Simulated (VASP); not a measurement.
Wanted: the native input for a VASP 6.6.1 run.

```
Task                   : band structure
Functional             : LDA
Potentials or basis    : VASP PAW LDA potentials, release 64 (Ca_sv, Si, Sb)
Cutoff                 : 520 eV
k mesh                 : 5 × 5 × 4
Occupations            : fermi-dirac, width 0.05 eV
Spin                   : no spin polarisation
Further INCAR settings : ALGO = Fast; EDIFF = 1e-07; NBANDS = 22
```

The system is CaSi2Sb2.

```
Ca Si Sb
1.0
     4.99739    0.00000    0.00000
    -2.49870    4.32787    0.00000
     0.00000    0.00000    5.86169
Ca Si Sb
1 2 2
Direct
  0.00000 0.00000 0.00000
  0.33333 0.66667 0.25648
  0.66667 0.33333 0.74352
  0.33333 0.66667 0.72240
  0.66667 0.33333 0.27760
```

The cell was built by a generator and needn't be a form met in nature.

The input as run:

POSCAR

```
CaSi2Sb2
1.0
    4.9973900000      0.0000000000      0.0000000000
   -2.4987000000      4.3278700000      0.0000000000
    0.0000000000      0.0000000000      5.8616900000
Ca Si Sb
1 2 2
Direct
    0.0000000000      0.0000000000      0.0000000000
    0.3333300000      0.6666700000      0.2564800000
    0.6666700000      0.3333300000      0.7435200000
    0.3333300000      0.6666700000      0.7224000000
    0.6666700000      0.3333300000      0.2776000000
```

INCAR.step1

```
SYSTEM = CaSi2Sb2
  ALGO = Fast
  EDIFF = 1E-7
  ENCUT = 520
  ISIF = 2
  ISMEAR = -1
  LASPH = .True.
  LCHARG = .True.
  LREAL = .False.
  LWAVE = .False.
  NBANDS = 22
  NELM = 100
  PREC = Accurate
  SIGMA = 0.05
```

KPOINTS.step1

```
k-points
0
Gamma
  5 5 4
  0 0 0
```

INCAR.step2

```
SYSTEM = CaSi2Sb2
  ALGO = Fast
  EDIFF = 1E-7
  ENCUT = 520
  ICHARG = 11
  ISIF = 2
  ISMEAR = 0
  LASPH = .True.
  LCHARG = .False.
  LREAL = .False.
  LWAVE = .False.
  NBANDS = 22
  NELM = 100
  PREC = Accurate
  SIGMA = 0.05
```

KPOINTS.step2

```
path GMKGALHA,LM,KH
20
line-mode
reciprocal
 0.0000000000  0.0000000000  0.0000000000  G
 0.5000000000  0.0000000000  0.0000000000  M

 0.5000000000  0.0000000000  0.0000000000  M
 0.3333333333  0.3333333333  0.0000000000  K

 0.3333333333  0.3333333333  0.0000000000  K
 0.0000000000  0.0000000000  0.0000000000  G

 0.0000000000  0.0000000000  0.0000000000  G
 0.0000000000  0.0000000000  0.5000000000  A

 0.0000000000  0.0000000000  0.5000000000  A
 0.5000000000  0.0000000000  0.5000000000  L

 0.5000000000  0.0000000000  0.5000000000  L
 0.3333333333  0.3333333333  0.5000000000  H

 0.3333333333  0.3333333333  0.5000000000  H
 0.0000000000  0.0000000000  0.5000000000  A

 0.5000000000  0.0000000000  0.5000000000  L
 0.5000000000  0.0000000000  0.0000000000  M

 0.3333333333  0.3333333333  0.0000000000  K
 0.3333333333  0.3333333333  0.5000000000  H
```

Potentials or basis: VASP PAW LDA potentials, release 64 (Ca_sv, Si, Sb).

Run with:

```sh
$ cat potpaw_LDA.64/Ca_sv/POTCAR potpaw_LDA.64/Si/POTCAR potpaw_LDA.64/Sb/POTCAR > POTCAR
$ cp INCAR.step1 INCAR
$ cp KPOINTS.step1 KPOINTS
$ mpirun -np 1 vasp_std > vasp.out
$ cp INCAR.step2 INCAR
$ cp KPOINTS.step2 KPOINTS
$ mpirun -np 1 vasp_std > vasp.out
```

Results of the run:

```yaml
Band_gap_along_the_path: none (metal or under the smearing width)
```

Caveat: the log is that of the step along the path at fixed density, whose energy, stress, charges and moments have no meaning; spin-orbit coupling is left out, which moves the levels of the heavy elements.

It took 6.9 min on 1 thread of Intel(R) Xeon(R) 6975P-C (Granite Rapids), on a shared host, peak memory 0.58 GiB.
